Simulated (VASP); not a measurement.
Method: PBEsol GGA, VASP's PBE PAW potentials (set 64) (plane waves; VASP).

VASP input:

INCAR:
```
SYSTEM = CoGa
PREC = Normal
ENCUT = 400
EDIFF = 1E-5
NELM = 100
ALGO = Fast
LREAL = .FALSE.
LASPH = .TRUE.
ISMEAR = 1
SIGMA = 0.1
GGA = PS
LMAXMIX = 4
LWAVE = .FALSE.
LCHARG = .FALSE.
NELMIN = 4
IBRION = 2
ISIF = 2
NSW = 20
EDIFFG = -0.03
```

**POSCAR**
```
CoGa
1
    2.8402167332     0.0000000000     0.0000000000
    0.0000000000     2.8402167332     0.0000000000
    0.0000000000     0.0000000000     2.8402167332
Ga Co
1 1
Direct
  0.5000000000   0.5000000000   0.5000000000
  0.0000000000   0.0000000000   0.0000000000
```

**KPOINTS**
```
Automatic mesh
0
Gamma
14 14 14
0 0 0
```

POTCAR, in this order: Ga_d Co (PBE.64 set). Program: vasp_std.

The resulting files:

**OUTCAR**
```
 ion  position               nearest neighbor table
   1  0.500  0.500  0.500-   2 2.46   2 2.46   2 2.46   2 2.46   2 2.46   2 2.46   2 2.46   2 2.46
  LATTYP: Found a simple cubic cell.
 ALAT       =     2.8402167332
 Subroutine PRICEL returns:
 Original cell was already a primitive cell.
 Subroutine GETGRP returns: Found 48 space group operations
The static configuration has the point symmetry O_h .
The dynamic configuration has the point symmetry O_h .
 Subroutine INISYM returns: Found 48 space group operations
 Subroutine IBZKPT returns following result:
 Found    120 irreducible k-points:

 Following reciprocal coordinates:
            Coordinates               Weight
  0.000000  0.000000  0.000000      1.000000
  0.071429  0.000000  0.000000      6.000000
  0.142857  0.000000  0.000000      6.000000
  0.214286  0.000000  0.000000      6.000000
  0.285714  0.000000  0.000000      6.000000
  0.357143  0.000000  0.000000      6.000000
  0.428571  0.000000  0.000000      6.000000
  0.500000  0.000000  0.000000      3.000000
  0.071429  0.071429  0.000000     12.000000
  0.142857  0.071429  0.000000     24.000000
  0.214286  0.071429  0.000000     24.000000
  0.285714  0.071429  0.000000     24.000000
  0.357143  0.071429  0.000000     24.000000
  0.428571  0.071429  0.000000     24.000000
  0.500000  0.071429  0.000000     12.000000
  0.142857  0.142857  0.000000     12.000000
  0.214286  0.142857  0.000000     24.000000
  0.285714  0.142857  0.000000     24.000000
  0.357143  0.142857  0.000000     24.000000
  0.428571  0.142857  0.000000     24.000000
  0.500000  0.142857  0.000000     12.000000
  0.214286  0.214286  0.000000     12.000000
  0.285714  0.214286  0.000000     24.000000
  0.357143  0.214286  0.000000     24.000000
  0.428571  0.214286  0.000000     24.000000
  0.500000  0.214286  0.000000     12.000000
  0.285714  0.285714  0.000000     12.000000
  0.357143  0.285714  0.000000     24.000000
  0.428571  0.285714  0.000000     24.000000
  0.500000  0.285714  0.000000     12.000000
  0.357143  0.357143  0.000000     12.000000
  0.428571  0.357143  0.000000     24.000000
  0.500000  0.357143  0.000000     12.000000
  0.428571  0.428571  0.000000     12.000000
  0.500000  0.428571  0.000000     12.000000
  0.500000  0.500000  0.000000      3.000000
  0.071429  0.071429  0.071429      8.000000
  0.142857  0.071429  0.071429     24.000000
  0.214286  0.071429  0.071429     24.000000
  0.285714  0.071429  0.071429     24.000000
   k-points           NKPTS =    120   k-points in BZ     NKDIM =    120   number of bands    NBANDS=     15
   number of dos      NEDOS =    301   number of ions     NIONS =      2
   total plane-waves  NPLWV =   2744
   dimension x,y,z NGX =    14 NGY =   14 NGZ =   14
   dimension x,y,z NGXF=    28 NGYF=   28 NGZF=   28
   ions per type =               1   1
   PREC   = normal    normal or accurate (medium, high low for compatibility)
   ISTART =      0    job   : 0-new  1-cont  2-samecut
   ICHARG =      2    charge: 1-file 2-atom 10-const
   ISPIN  =      1    spin polarized calculation?
   LNONCOLLINEAR =      F non collinear calculations
   LSORBIT =      F    spin-orbit coupling
   INIWAV =      1    electr: 0-lowe 1-rand  2-diag
   ENCUT  =  400.0 eV  29.40 Ry    5.42 a.u.   4.63  4.63  4.63*2*pi/ulx,y,z
   NELM   =    100;   NELMIN=  4; NELMDL= -5     # of ELM steps
   EDIFF  = 0.1E-04   stopping-criterion for ELM
   LREAL  =      F    real-space projection
   NLSPLINE    = F    spline interpolate recip. space projectors
   LMAXMIX     =    4 max onsite mixed and CHGCAR
   VOSKOWN=      0    Vosko Wilk Nusair interpolation
...
```

File OSZICAR:
```
       N       E                     dE             d eps       ncg     rms          rms(c)
DAV:   1     0.860414766912E+02    0.86041E+02   -0.92330E+03  3871   0.222E+03
DAV:   2    -0.885750062658E+01   -0.94899E+02   -0.92880E+02  3684   0.325E+02
DAV:   3    -0.129401722590E+02   -0.40827E+01   -0.40664E+01  4216   0.743E+01
DAV:   4    -0.129997826804E+02   -0.59610E-01   -0.59599E-01  4864   0.828E+00
DAV:   5    -0.130013136545E+02   -0.15310E-02   -0.15310E-02  4422   0.115E+00    0.108E+01
RMM:   6    -0.140868590612E+02   -0.10855E+01   -0.15242E+01  3615   0.441E+01    0.123E+01
RMM:   7    -0.118121278161E+02    0.22747E+01   -0.46885E+00  3694   0.271E+01    0.196E+00
RMM:   8    -0.117754145524E+02    0.36713E-01   -0.18347E-01  3810   0.514E+00    0.576E-01
RMM:   9    -0.117713278740E+02    0.40867E-02   -0.38469E-02  4062   0.187E+00    0.180E-01
RMM:  10    -0.117718992150E+02   -0.57134E-03   -0.67104E-03  4363   0.753E-01    0.107E-01
RMM:  11    -0.117720269168E+02   -0.12770E-03   -0.13314E-03  4438   0.368E-01    0.553E-02
RMM:  12    -0.117720256969E+02    0.12199E-05   -0.36632E-04  4161   0.189E-01    0.161E-02
RMM:  13    -0.117720365023E+02   -0.10805E-04   -0.12280E-04  3511   0.884E-02    0.132E-02
RMM:  14    -0.117720459818E+02   -0.94796E-05   -0.42063E-05  2902   0.649E-02
   1 F= -.11772046E+02 E0= -.11772206E+02  d E =-.117720E+02
```

### OUTCAR
```
------------------------ aborting loop because EDIFF is reached ----------------------------------------
  FORCE on cell =-STRESS in cart. coord.  units (eV):
  Direction    XX          YY          ZZ          XY          YZ          ZX
  --------------------------------------------------------------------------------------
  Total       -0.1065188     -0.1065188     -0.1065188      0.0000000      0.0000000     -0.0000000
  in kB       -7.4487359     -7.4487359     -7.4487359      0.0000000      0.0000000     -0.0000000
  external PRESSURE =      -7.4487359 kB  Pullay stress =       0.0000000 kB
  volume of cell :       22.91
      direct lattice vectors                 reciprocal lattice vectors
     2.840216733  0.000000000  0.000000000     0.352085807  0.000000000  0.000000000
     0.000000000  2.840216733  0.000000000     0.000000000  0.352085807  0.000000000
     0.000000000  0.000000000  2.840216733     0.000000000  0.000000000  0.352085807
 POSITION                                       TOTAL-FORCE (eV/Angst)
 -----------------------------------------------------------------------------------
      1.42011      1.42011      1.42011         0.000000      0.000000      0.000000
      0.00000      0.00000      0.00000         0.000000      0.000000      0.000000
 -----------------------------------------------------------------------------------
    total drift:                                0.000000     -0.000000      0.000000
  FREE ENERGIE OF THE ION-ELECTRON SYSTEM (eV)
  ---------------------------------------------------
  free  energy   TOTEN  =       -11.7720459818 eV

  energy  without entropy=      -11.7725263914  energy(sigma->0) =      -11.77220612

 reached required accuracy - stopping structural energy minimisation
```
(Selected blocks of OUTCAR.)

The compound is CoGa in the CsCl type structure. It was relaxed first. The run is not spin-polarised, so no magnetic state was tried.
